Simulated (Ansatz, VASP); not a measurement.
# AgF: VASP beside Ansatz

Wanted: the spread between two codes on one cell, functional and k mesh. The cell is generated by rule, not measured, and may not be a known phase. The cell is taken from a series of runs on this material, whose earlier steps may have relaxed, scaled, displaced or heated it; both programs get it as it stands.

Program: Ansatz 0.2.0. Level of theory: plane waves, with VASP 6.6.1 beside it; relaxation of cell and atoms at PBEsol. Results are calculated unless marked as measured.

The structure was built from a prototype and need not be the compound's stable phase.

### 1. Set-up

The structure is hexagonal, space group P6_3/mmc (No. 194). The conventional cell has a = 3.042 Å, b = 3.042 Å, c = 6.846 Å, α = 90.00°, β = 90.00°, γ = 120.00°. Ag has 6 F at 2.45 Å nearest. F has 6 Ag at 2.45 Å nearest. Farther neighbours and most contacts between anions are not listed.

As a file:

```cif
data_structure
_symmetry_space_group_name_H-M 'P 1'
_symmetry_Int_Tables_number 1
_cell_length_a 3.0419
_cell_length_b 3.0419
_cell_length_c 6.8456
_cell_angle_alpha 90.000
_cell_angle_beta 90.000
_cell_angle_gamma 120.000
_cell_volume 54.86
loop_
_atom_site_label
_atom_site_type_symbol
_atom_site_fract_x
_atom_site_fract_y
_atom_site_fract_z
_atom_site_occupancy
Ag1 Ag 0.00000 0.00000 0.00000 1
Ag2 Ag 0.00000 0.00000 0.50000 1
F3 F 0.33333 0.66667 0.25000 1
F4 F 0.66667 0.33333 0.75000 1
```

### 2. VASP: relaxation of cell and atoms, PBEsol

The relaxed volume is the usual yardstick between codes: in a stiff, nearly cubic crystal its relative difference is about their pressure difference at one cell divided by the bulk modulus.

Lines of VASP's logs that name or quote its potential files are left out, and so is its time.

INCAR

```
SYSTEM = AgF
PREC = Accurate
ENCUT = 600
EDIFF = 1E-07
NELM = 120
ISMEAR = 0
SIGMA = 0.1
LREAL = .FALSE.
ALGO = Normal
GGA = PS
NBANDS = 24
LASPH = .TRUE.
LORBIT = 11
LWAVE = .FALSE.
LCHARG = .FALSE.
ISIF = 3
IBRION = 2
NSW = 80
EDIFFG = -0.005
GGA_COMPAT = .FALSE.
NELMIN = 4
KPAR = 2
```

POSCAR

```
AgF
1.0
    3.0418910000      0.0000030000      0.0000000000
   -1.5209480000      2.6343540000      0.0000000000
    0.0000000000      0.0000000000      6.8455930000
Ag F
2 2
Direct
    0.0000000000      0.0000000000      1.0000000000
    0.0000000000      0.0000000000      0.5000000000
    0.3333333333      0.6666666667      0.2500000000
    0.6666666667      0.3333333333      0.7500000000
```

KPOINTS

```
Automatic mesh
0
Gamma
15 15 6
0 0 0
```

Potentials, in the order of the species: Ag and F (PBE family, release 64).

The run is started by

```sh
$ mpirun -np 2 vasp_std
```

Numbers of over 12 decimals in the logs are rounded to 6 here.

What it wrote:

```text
[banner, memory and clock lines left out]
running    2 mpi-ranks, on    1 nodes
 distrk:  each k-point on    1 cores,    2 groups
 distr:  one band on    1 cores,    1 groups

 POSCAR found type information on POSCAR AgF
 POSCAR found :  2 types and       4 ions
|                                                                             |
|               ----> ADVICE to this user running VASP <----                  |
|                                                                             |
|     You enforced a specific xc type in the INCAR file but a different       |
|     [... a line on the potential file left out ...]
|     I HOPE YOU KNOW WHAT YOU ARE DOING!                                     |
|                                                                             |

 LDA part: xc-table for (Slater+PW92), standard interpolation
 POSCAR, INCAR and KPOINTS ok, starting setup
 FFT: planning ... GRIDC
 FFT: planning ... GRID_SOFT
 FFT: planning ... GRID
 WAVECAR not read
 entering main loop
       N       E                     dE             d eps       ncg     rms          rms(c)
DAV:   1     0.284279506624E+03    0.28428E+03   -0.21504E+04  5208   0.166E+03
DAV:   2    -0.295585568903E+01   -0.28724E+03   -0.27420E+03  5792   0.377E+02
DAV:   3    -0.154530327956E+02   -0.12497E+02   -0.12426E+02  5936   0.837E+01
DAV:   4    -0.155241031402E+02   -0.71070E-01   -0.71064E-01  5968   0.650E+00
DAV:   5    -0.155245230622E+02   -0.41992E-03   -0.41992E-03  6144   0.510E-01    0.864E+00
DAV:   6    -0.140530527407E+02    0.14715E+01   -0.55437E+00  6432   0.255E+01    0.694E+00
DAV:   7    -0.139830915355E+02    0.69961E-01   -0.56117E-01  5216   0.845E+00    0.452E+00
DAV:   8    -0.139661977007E+02    0.16894E-01   -0.31583E-01  6112   0.473E+00    0.136E+00
DAV:   9    -0.139489004937E+02    0.17297E-01   -0.38787E-02  6088   0.221E+00    0.305E-01
DAV:  10    -0.139487977715E+02    0.10272E-03   -0.66089E-03  5512   0.637E-01    0.690E-02
DAV:  11    -0.139488138000E+02   -0.16029E-04   -0.71313E-05  6336   0.703E-02    0.400E-02
DAV:  12    -0.139488057544E+02    0.80457E-05   -0.22651E-05  5648   0.583E-02    0.825E-03
DAV:  13    -0.139488059195E+02   -0.16509E-06   -0.34606E-06  5992   0.148E-02    0.248E-03
DAV:  14    -0.139488060352E+02   -0.11577E-06   -0.69233E-08  4096   0.239E-03    0.564E-04
DAV:  15    -0.139488060506E+02   -0.15370E-07   -0.23232E-08  3008   0.140E-03
   1 F= -.13948806E+02 E0= -.13946704E+02  d E =-.139488E+02
[...]
2 F= -.13948991E+02 E0= -.13946886E+02  d E =-.185293E-03
[...]
3 F= -.13948992E+02 E0= -.13946886E+02  d E =-.185537E-03
[...]
4 F= -.13949040E+02 E0= -.13946940E+02  d E =-.482909E-04
[...]
5 F= -.13949134E+02 E0= -.13947050E+02  d E =-.142398E-03
[...]
6 F= -.13949077E+02 E0= -.13947024E+02  d E =-.852231E-04
 curvature:   9.12 expect dE= 0.220E-03 dE for cont linesearch  0.220E-03
 ZBRENT: bracketing found
 ZBRENT: interpolating
 opt :   5.8953  next Energy=   -13.949151 (dE=-0.160E-03)
 bond charge predicted
       N       E                     dE             d eps       ncg     rms          rms(c)
DAV:   1    -0.139528708208E+02   -0.37941E-02   -0.16323E-01  5328   0.315E+00    0.405E-01
DAV:   2    -0.139498670577E+02    0.30038E-02   -0.40671E-03  5808   0.564E-01    0.180E-01
DAV:   3    -0.139492622639E+02    0.60479E-03   -0.48244E-04  5648   0.237E-01    0.840E-02
DAV:   4    -0.139491535125E+02    0.10875E-03   -0.15781E-04  5968   0.117E-01    0.230E-02
DAV:   5    -0.139491524284E+02    0.10840E-05   -0.12406E-05  5648   0.268E-02    0.140E-02
DAV:   6    -0.139491520222E+02    0.40626E-06   -0.21850E-06  5768   0.150E-02    0.335E-03
DAV:   7    -0.139491519437E+02    0.78453E-07   -0.60118E-07  4952   0.901E-03
   7 F= -.13949152E+02 E0= -.13947078E+02  d E =-.160356E-03
 curvature:  -0.71 expect dE=-0.625E-06 dE for cont linesearch -0.298E-09
 trial: gam=-0.03543 g(F)=  0.152E-44 g(S)=  0.877E-06 ort = 0.160E-06 (trialstep = 0.198E+01)
 search vector abs. value=  0.943E-06
 reached required accuracy - stopping structural energy minimisation
```

Parts of OUTCAR (step 2):

```text
ion  position               nearest neighbor table
   1  0.000  0.000  0.000-   3 2.45   4 2.45   4 2.45   3 2.45   4 2.45   3 2.45   2 3.42   2 3.42

  LATTYP: Found a hexagonal cell.
 ALAT       =     3.0418910000
 C/A-ratio  =     2.2504399402

 Subroutine GETGRP returns: Found 24 space group operations
 (whereof 12 operations were pure point group operations)

The static configuration has the point symmetry D_3d.
 The point group associated with its full space group is D_6h.

 Found    108 irreducible k-points:

   k-points           NKPTS =    108   k-points in BZ     NKDIM =    108   number of bands    NBANDS=     24

   dimension x,y,z NGX =    24 NGY =   24 NGZ =   56
   dimension x,y,z NGXF=    48 NGYF=   48 NGZF=  112

   ENCUT  =  600.0 eV  44.10 Ry    6.64 a.u.   6.08  6.08 13.67*2*pi/ulx,y,z

   NELECT =      36.0000    total number of electrons

 k-points in reciprocal lattice and weights: Automatic mesh
   0.00000000  0.00000000  0.00000000       0.001
   0.06666667  0.00000000  0.00000000       0.004
   0.13333333  0.00000000  0.00000000       0.004
   0.20000000 -0.00000000  0.00000000       0.004
   0.26666667  0.00000000  0.00000000       0.004
   0.33333333  0.00000000  0.00000000       0.004
   0.40000000  0.00000000  0.00000000       0.004
   0.46666667  0.00000000  0.00000000       0.004
   0.06666667  0.06666667  0.00000000       0.004
[...]
0.33333333  0.26666667  0.50000000       0.009
   0.33333333  0.33333333  0.50000000       0.001

 average (electrostatic) potential at core
       1 -72.6213       2 -72.6213       3 -74.5004       4 -74.5004

 E-fermi :   3.8860

 k-point     1 :       0.0000    0.0000    0.0000
  band No.  band energies     occupation
    ...
     15       2.5818      2.00000
     16       2.5818      2.00000
     17       3.3213      2.00000
     18       3.3242      2.00000
     19       3.3242      2.00000
     20       7.7824      0.00000
     21       9.3740      0.00000
     22      16.5580      0.00000
     23      18.8372      0.00000
     24      21.8823      0.00000

 k-point     2 :       0.0667    0.0000    0.0000
  band No.  band energies     occupation
    ...
     15       2.5723      2.00000
     16       2.6277      2.00000
     17       3.2149      2.00000
     18       3.3388      2.00000
     19       3.5706      1.99999
     20       7.7804      0.00000
     21       9.5933      0.00000
     22      16.6092      0.00000
     23      18.8706      0.00000
     24      21.1032      0.00000

 k-point     3 :       0.1333    0.0000    0.0000
  band No.  band energies     occupation
    ...
     14       2.1331      2.00000
     15       2.5456      2.00000
     16       2.7710      2.00000
     17       2.9430      2.00000
     18       3.3801      2.00000
     19       4.1351      0.00043
     20       7.7873      0.00000
     21      10.1879      0.00000
     22      16.7329      0.00000
     23      18.9487      0.00000
    ...

  Total        0.0039030      0.0039030      0.0065011      0.0000000     -0.0000000      0.0000000
  in kB        0.1146395      0.1146396      0.1909512      0.0000000     -0.0000000      0.0000000
  external PRESSURE =       0.1400768 kB  Pullay stress =       0.0000000 kB

  energy-cutoff  :      600.00
  volume of cell :       54.55
      direct lattice vectors                 reciprocal lattice vectors
     3.029715352  0.000002988  0.000000000     0.330063823  0.190562814  0.000000000
    -1.514860166  2.623809578  0.000000000    -0.000000376  0.381125002  0.000000000
     0.000000000 -0.000000000  6.861867538    -0.000000000 -0.000000000  0.145732921

 POSITION                                       TOTAL-FORCE (eV/Angst)
 -----------------------------------------------------------------------------------
      0.00000      0.00000      0.00000         0.000000     -0.000000     -0.000000
      0.00000     -0.00000      3.43093        -0.000000     -0.000000     -0.000000
     -0.00000      1.74921      1.71547        -0.000000      0.000000     -0.000000
      1.51486      0.87461      5.14640         0.000000      0.000000      0.000000
 -----------------------------------------------------------------------------------
    total drift:                               -0.000000      0.000000      0.000000

  FREE ENERGIE OF THE ION-ELECTRON SYSTEM (eV)
  ---------------------------------------------------
  free  energy   TOTEN  =       -13.9491519437 eV

  energy  without entropy=      -13.9450032096  energy(sigma->0) =      -13.94707758

 reached required accuracy - stopping structural energy minimisation

 total charge
# of ion       s       p       d       tot
------------------------------------------
    1        0.199   0.154   9.341   9.694
    2        0.199   0.154   9.341   9.694
    3        1.740   4.258   0.000   5.998
    4        1.740   4.258   0.000   5.998
--------------------------------------------------
tot          3.877   8.825  18.681  31.384

[... 3 further parts left out ...]
```

### 3. Ansatz: relaxation of cell and atoms, PBEsol

Ansatz runs on its default PAW (the set named soft_2) files.

The same cell, functional, mesh and smearing now go to Ansatz, which takes its cutoff from its data sets.

input.yaml

```yaml
crystal:
  lattice:
    - [3.0418913032, 2.5812e-06, 0.0]
    - [-1.5209478869, 2.6343538535, 0.0]
    - [0.0, 0.0, 6.8455926364]
  atoms:
    - { symbol: Ag, position: [0.0, 0.0, 0.0] }
    - { symbol: Ag, position: [0.0, 0.0, 0.5] }
    - { symbol: F, position: [0.3333333333, 0.6666666667, 0.25] }
    - { symbol: F, position: [0.6666666667, 0.3333333333, 0.75] }
kpoints:
  mp_grid: { grid: [15, 15, 6] }
hamiltonian:
  xc: pbesol
scf:
  occupations: { method: gaussian, width: 0.1 }
output:
  forces: true
  stress: true
  eigenvalues: true
  write_density: true
  write_potential: true
  elf: true
  volumetric_format: npy
relax:
  adjacent_minimum: "off"
  f_tol: 0.005
  max_steps: 80
  cell: { stress_tol: 0.05 }
```

The run is started by

```sh
$ ansatz run input.yaml --threads 4 --pin off --max-ram 7168MiB --backend cpu --events-out ev --progress --plain --runs-dir out
```

What it wrote:

```text
Engine: ansatz 0.2.0, x86_64-unknown-linux-gnu
Pseudopotentials: kind: paw
Pseudopotential: Ag, paw, valence charge 19, recommended cutoff 420 eV (normal), Ag.paw.azcp
Pseudopotential: F, paw, valence charge 7, recommended cutoff 420 eV (normal), F.paw.azcp
Functional definition: PBEsol
  exchange = pbesol_x
  correlation = pbesol_c
Crystal: 4 atoms, lattice volume = 54.857 Å³
Basis set: ecut = 420 eV, 1079 PW (Γ), exchange–correlation on 48×48×96 points (8 copies of the dense FFT grid, shifted against one another)
Bands: 32, of which v1, the nominal top of the filled ones, is band 26 counted from 1 (25 counted from 0)
Symmetry: 24 space group operations
Space group: P63/mmc (ITA 194), of the structure as read, at distance tolerance 3.8e-5 Å
k-points: 108 of 1350
Non-local potential: Ag, projectors of the file, l = 0: 3, l = 1: 2, l = 2: 2, l = 3: 1
Non-local potential: F, projectors of the file, l = 0: 2, l = 1: 2, l = 2: 1
PAW form: soft (Blöchl's): semilocal exchange-correlation on the pseudo side does not see the compensation charge
PAW frozen core: Ag, regenerated for the run's functional, and the local potential with it (the file was generated under x = pbe(κ = 0.804, μ = 0.219515), c = pbe(β = 0.066725))
PAW frozen core: F, regenerated for the run's functional, and the local potential with it (the file was generated under x = pbe(κ = 0.804, μ = 0.219515), c = pbe(β = 0.066725))
PAW one-centre angular grid: Ag, 590 points (default); XC on 64 Gauss nodes
PAW one-centre angular grid: F, 110 points (default); XC on 64 Gauss nodes
Initial density: superposition of atomic densities (neutral atoms: chi_scale 0, normalization atom), corrected by the library's trained network
Initial wavefunctions: pseudopotential atomic-orbital guess
Functional: x = pbesol(κ = 0.804, μ = 0.123457), c = pbesol(β = 0.046)
SCF iter   1: F=—  HF=-16643.182145 eV  |F-HF|=—  |Δ(HF+E_count)|=         —  Δρ=1.75e-2  dr2=1.18e-1  ethr=1.77e-3  ⟨swp⟩=5.2  Hψ=12103  notcnv=0  defer=5
preconditioner: auto → LDOS  [metal: Δε(μ)=0.051 eV  Ē_g=13.141 eV  σ=0.100 eV  W_gap=0.28  n_scr=22 (ndim 8)  ℏωp=30.1 eV  f_vac=0.034  D(μ)=0.91/eV (n_scr^D=2)  β→1.0]
SCF iter   2: F=—  HF=-16643.222423 eV  |F-HF|=—  |Δ(HF+E_count)|=   4.03e-2  Δρ=2.54e-2  dr2=2.30e-1  ethr=2.27e-4  ⟨swp⟩=2.0  Hψ=7386  notcnv=0  defer=175
SCF iter   3: F=—  HF=-16643.158840 eV  |F-HF|=—  |Δ(HF+E_count)|=   6.36e-2  Δρ=8.68e-3  dr2=2.57e-2  ethr=2.27e-4  ⟨swp⟩=2.0  Hψ=5470  notcnv=0  defer=175
SCF iter   4: F=—  HF=-16643.150872 eV  |F-HF|=—  |Δ(HF+E_count)|=   7.97e-3  Δρ=3.01e-4  dr2=4.22e-5  ethr=4.95e-5  ⟨swp⟩=2.0  Hψ=5298  notcnv=0  defer=175
SCF iter   5: F=—  HF=-16643.150845 eV  |F-HF|=—  |Δ(HF+E_count)|=   2.72e-5  Δρ=2.86e-5  dr2=1.50e-7  ethr=8.12e-8  ⟨swp⟩=2.0  Hψ=6100  notcnv=0  defer=173
SCF iter   6: F=-16643.150845 eV  HF=-16643.150845 eV  |F-HF|=3.39e-9  |Δ(HF+E_count)|=   5.95e-8  Δρ=3.88e-6  dr2=5.26e-9  ethr=1.92e-10  ⟨swp⟩=11.0  Hψ=21823  notcnv=0
SCF 1 converged in 6 iterations: F = -16643.150845 eV  dr2 = 5.26e-9
  greatest PAW one-centre occupation: 1.001 electrons in one spin orbital (limit 2), on the Ag atom at site 1 (counted from 0), in its partial waves of l = 0
relax step   1: F+E_penalty+E_count = -16643.15084532 eV  Δ(F+E_penalty+E_count) = +0.000e0 eV  max|allowed force component| = 2.197e-17 eV/Å  Δτ_max = 0.0000 Å  P = +0.117 GPa  Ω = 54.857 Å³  (6 SCF iters, dr2 threshold 1.00e-7 eV, accepted)
[...]
relax step   2: F+E_penalty+E_count = -16643.15076642 eV  Δ(F+E_penalty+E_count) = +7.891e-5 eV  max|allowed force component| = 1.735e-17 eV/Å  Δτ_max = 0.0000 Å  P = -0.024 GPa  Ω = 54.907 Å³  energy of the carried Pulay correction = -1.413e-4 eV  (5 SCF iters, dr2 threshold 1.51e-7 eV, accepted)
[...]
relax step   3: F+E_penalty+E_count = -16643.15090795 eV  Δ(F+E_penalty+E_count) = -1.415e-4 eV  max|allowed force component| = 1.908e-17 eV/Å  Δτ_max = 0.0000 Å  P = -0.019 GPa  Ω = 54.907 Å³  stress off target by 3.94e-2 GPa  SCF on the basis re-selected at this cell (its energy is not comparable with the rows above)  (5 SCF iters)
basis re-selected at this cell: Δ(F+E_penalty+E_count) = -1.415e-4 eV, ΔP = +0.005 GPa vs the last step (what re-selecting the basis moved, of the pressure what is left beyond the Pulay correction that the steps carried, after the strain that the cell walked since its last selection, with what the two solves' SCF thresholds leave and, on support functions, any second-order correction that the steps lacked; it is no m [...]
SCF converged after 5 iterations
Free energy (F): -16643.150908 eV
Harris-Foulkes:  -16643.150908 eV  (|F-HF|=1.82e-11)
Internal energy: -16643.146744 eV  (E = F + TS)
E sigma→0 (E₀):  -16643.148826 eV
Entropy (-TS):   -0.004164 eV (-1.041 meV/atom)
Fermi energy:    10.294747 eV
--- Per-component energies (eV) ---
  E_band       = -626.019594
  E_kinetic    = 1465.801117
  E_local      = -5898.369608  (includes V_loc(G=0)·N_el)
  E_nonlocal   = 321.262537
  E_hartree    = 2556.674966
  E_xc         = -519.735659
  E_vxc        = -665.045135  (∫ρ·V_xc dr)
  E_paw        = -8062.259466  (= ΣΔE_a)
  E_vpaw       = -963.022369  (= ΣTr[D̂ρ^β])
  E_aug_tail   = 0.004372  (compensation charges beyond the density's cutoff)
  E_ewald      = -6507.255365
  E_core_change = 0.730363  (= ΣΔE_core)
  E_smearing   = -0.004164  (= −TS)
  E_closure    = 0.000000  (closes the sum)
  Σ components = -16643.150908   (vs F -16643.150908, Δ=0.00e0)
--- Forces (eV/Å), atoms counted from 1 ---
  atom   1  Ag     0.00000000    -0.00000000    -0.00000000
  atom   2  Ag     0.00000000    -0.00000000     0.00000000
  atom   3  F      0.00000000     0.00000000     0.00000000
  atom   4  F     -0.00000000    -0.00000000    -0.00000000
  max |Σ_I F_I| component: 6.94e-18 eV/Å
--- Stress (GPa, compression-positive) ---
       -0.039424      -0.000000       0.000000
       -0.000000      -0.039424       0.000000
        0.000000       0.000000       0.021808
  P = ⅓ Tr σ = -0.0190 GPa (-0.190 kbar)
--- Band table (eV; the first three rows and the last of 108) ---
  k-point 0: bands = [... 22 lower, 8.9978, 8.9978, 9.7329, 9.7376, 9.7376, 14.1956, 15.7679, 22.9834, ... 2 higher]
  k-point 1: bands = [... 22 lower, 9.0395, 9.0395, 9.6895, 9.6895, 9.9635, 13.5222, 16.5149, 22.1004, ... 2 higher]
  k-point 2: bands = [... 22 lower, 9.1697, 9.1697, 9.5545, 9.5545, 10.5854, 12.4716, 17.7896, 20.6566, ... 2 higher]
  k-point 107: bands = [... 22 lower, 9.1710, 9.1710, 10.2429, 10.2429, 17.9090, 17.9090, 18.0868, 18.0868, ... 2 higher]
--- Relaxed structure (2 steps of the walk, 2 accepted, 1 SCFs on fresh bases) ---
  F+E_penalty+E_count = -16643.15090795 eV   max|allowed force component| = 1.908e-17 eV/Å   (the final SCF, on the basis selected at the relaxed cell)
  cell:  # Å, volume = 54.9071 Å³
    - [3.041082, 2.5804641174354345e-6, 0]
    - [-1.520543, 2.633653, 0]
    - [0.0, 0, 6.855543]
  atoms:
    - { symbol: Ag, position: [0, 0, 0] }
    - { symbol: Ag, position: [0, 0, 0.500000] }
    - { symbol: F, position: [0.333333, 0.666667, 0.250000] }
    - { symbol: F, position: [0.666667, 0.333333, 0.750000] }
```

Reading the cycles: dr2 is the Hartree energy of the density residual (eV), the measure of convergence; HF is the Harris–Foulkes estimate of the energy, which meets the free energy F at convergence.

### 4. Side by side

Known differences besides the potentials themselves: the data sets hold 52 valence electrons in Ansatz (on its default PAW (the set named soft_2) files) and 36 in VASP; the cutoff is 420 eV in Ansatz and 600 eV in VASP; Ansatz makes its cores anew for this functional, VASP keeps those of its PBE data sets; Ansatz adds a Pulay correction to the stress that steers its cell, VASP none. Total energies have different zeros and are not compared.

Both answers:

```
                                         quantity  Ansatz   VASP  difference
                                      volume (Å³)   54.91  54.55     +0.66 %
edge a after relaxation, in the typed setting (Å)   3.041  3.030     +0.38 %
edge c after relaxation, in the typed setting (Å)   6.856  6.862     -0.09 %
```

### 5. Results

* difference in volume (relaxation of cell and atoms, PBEsol): 0.66 %

In words: The difference in volume is 0.66 % (relaxation of cell and atoms, PBEsol), within the 1.2 % picked in this series as the mark of a large difference, as far as the stopping tolerances let one tell. The data sets hold unlike numbers of valence electrons (52 in Ansatz and 36 in VASP), so part of the differences comes from the potentials. How closely two codes agree says nothing of how well the functional describes the real material.

[Lines on the potential files, build, host, timing and source positions are cut from VASP's logs without a mark.]

[Logs are printed without paths, hosts, clocks, repeated set-up lines and the standing remarks that a program may print on its own settings, such as how far it seeks lower states.]

[Hosts, paths, dates, database ids (printed as entryN), source tags and the programs' standing remarks are cut or masked in the printed files.]
